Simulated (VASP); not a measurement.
Data:

```xyz
1
Lattice="-2.9853 2.9853 2.9853 2.9853 -2.9853 2.9853 2.9853 2.9853 -2.9853" Properties=species:S:1:pos:R:3 pbc="T T T"
Cs     0.0000     0.0000     0.0000
```

Calculation: rev-vdW-DF2, VASP's PBE PAW potentials (set 64) (plane waves; VASP). Numerical set-up: 520 eV cut-off, Gaussian smearing of 0.050 eV, potentials Cs_sv.

### Question
Give the energies of bands 5 to 7 at the high-symmetry points, in eV from the Fermi level.

### Answer

```tsv
band	Γ	H	N	P
5	-1.77	0.57	-0.02	1.02
6	2.48	0.57	1.00	1.02
7	2.48	3.23	1.60	1.02
```

It has no gap at this level: it comes out as a metal or semimetal.

The compound is Cs in the bcc structure. It was relaxed first, which changed the volume by -6 %.
